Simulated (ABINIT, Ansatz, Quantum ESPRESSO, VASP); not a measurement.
## RbPbF₃ (Pm-3m, 5 atoms in the cell) computed with different codes at matched settings

Self-consistent single point.

```
CELL_PARAMETERS angstrom
      4.86172     0.00000     0.00000
      0.00000     4.86172     0.00000
      0.00000     0.00000     4.86172
ATOMIC_POSITIONS crystal
  Rb 0.00000 0.00000 0.00000
  Pb 0.50000 0.50000 0.50000
  F  0.00000 0.50000 0.50000
  F  0.50000 0.00000 0.50000
  F  0.50000 0.50000 0.00000
```

All programs got the same cell, k-point mesh and kind of occupations (some realise fixed ones as a very narrow smearing) (in Ansatz's words: kpoints.mp_grid.grid = 4 4 4; scf.occupations.method = fixed); potentials, basis and cutoffs are each program's usual ones.

```
code                                                                                       model  pressure (GPa)  gap on the mesh (eV)   cutoff
----------------  ------------------------------------------------------------------------------  --------------  --------------------  -------
ABINIT            PBEsol, norm-conserving pseudopotentials (PseudoDojo nc-sr-04 PBEsol standard)           -1.90                 2.996  1143 eV
Ansatz                                                           PBEsol, PAW files made with PBE           -2.01                 2.978  default
Quantum ESPRESSO           PBEsol, PseudoDojo standard norm-conserving (PBESOL) pseudopotentials           -1.90                 2.996    85 Ry
VASP                                                  PBEsol, VASP's PBE PAW potentials (set 64)               –                 2.984   400 eV
```

A dash marks a value that a program does not give, or that is left out as unsure.

Gaps are read on the mesh.

The spread over the programs that give each value: pressure within 0.11 GPa; gap on the mesh within 0.018 eV.

The starting cell comes from a database of computed structures (which also holds hypothetical and non-ambient phases and stackings), without a prior relaxation at this level. On Ansatz's run: Spin-orbit coupling is off.

Why do the programs differ, and what cannot be compared?

Differences of this kind can come from the potentials, where these differ, and from what each basis and cutoff leave unconverged. The zero of total energies and Fermi levels follows the potentials and each program's conventions, so they are not compared here. Ansatz's pressure is given at a fixed set of plane waves, as the other plane-wave codes print theirs; with its correction for the finite basis it is -1.81 GPa.

VASP's run is marked for a possible Pulay error in its stress at this cutoff; no cutoff test was made.

VASP ran the fixed occupations as a Gaussian smearing of 0.01 eV.

Left out of this page: GPAW, CP2K, FLEUR and SIESTA (not drawn, or without a comparable value); Elk (unsound by tests on forces, stress, charge or solver warnings).

Ansatz is an electronic-structure program.

Keys are those of Ansatz 0.2.
